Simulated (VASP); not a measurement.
```yaml
crystal:
  lattice:
    - [5.10459, 0.00000, 0.00000]
    - [0.00000, 5.10459, 0.00000]
    - [0.00000, 0.00000, 5.10459]
  atoms:
    - { symbol: Ca, position: [0.00000, 0.00000, 0.00000] }
    - { symbol: Ca, position: [0.50000, 0.50000, 0.00000] }
    - { symbol: Ca, position: [0.50000, 0.00000, 0.50000] }
    - { symbol: O, position: [0.50000, 0.50000, 0.50000] }
    - { symbol: O, position: [0.00000, 0.00000, 0.50000] }
    - { symbol: O, position: [0.00000, 0.50000, 0.00000] }
    - { symbol: O, position: [0.50000, 0.00000, 0.00000] }
    - { symbol: Ba, position: [0.00000, 0.50000, 0.50000] }
```

Computed with PBE GGA, VASP's PBE PAW potentials (set 64) (plane waves; VASP). Numerical set-up: 500 eV cut-off, Gaussian smearing of 0.050 eV, potentials Ca_sv O Ba_sv.

Unless said otherwise, spin-orbit coupling is left out, though it shifts the bands of the heavy elements here.

Question: Give the energies of bands 24 to 37 at the high-symmetry points, in eV from the valence-band maximum.

Answer: 
| band | Γ | X | M | R |
|---|---|---|---|---|
| 24 | -1.38 | -2.13 | -2.09 | -2.16 |
| 25 | -1.38 | -2.06 | -2.07 | -2.16 |
| 26 | -1.38 | -1.93 | -1.90 | -2.16 |
| 27 | -1.10 | -1.55 | -1.84 | -2.01 |
| 28 | -1.10 | -1.55 | -1.84 | -2.01 |
| 29 | -1.10 | -1.35 | -1.83 | -2.01 |
| 30 | 0.00 | -1.35 | -1.83 | -1.89 |
| 31 | 0.00 | -0.06 | -1.82 | -1.89 |
| 32 | 0.00 | -0.06 | -0.11 | -1.89 |
| 33 | 2.34 | 3.29 | 4.67 | 5.15 |
| 34 | 2.34 | 3.32 | 4.91 | 5.22 |
| 35 | 2.34 | 4.41 | 4.91 | 5.22 |
| 36 | 2.78 | 4.68 | 4.92 | 5.22 |
| 37 | 4.70 | 4.68 | 5.29 | 5.92 |

The gap is direct, 2.34 eV, from the valence maximum at Γ to the conduction minimum at Γ.

The structure was generated: BaCa3O4 was put into an ordered model structure (Pm-3m), which need not be its known phase. It was relaxed first, which changed the volume by +7 %.
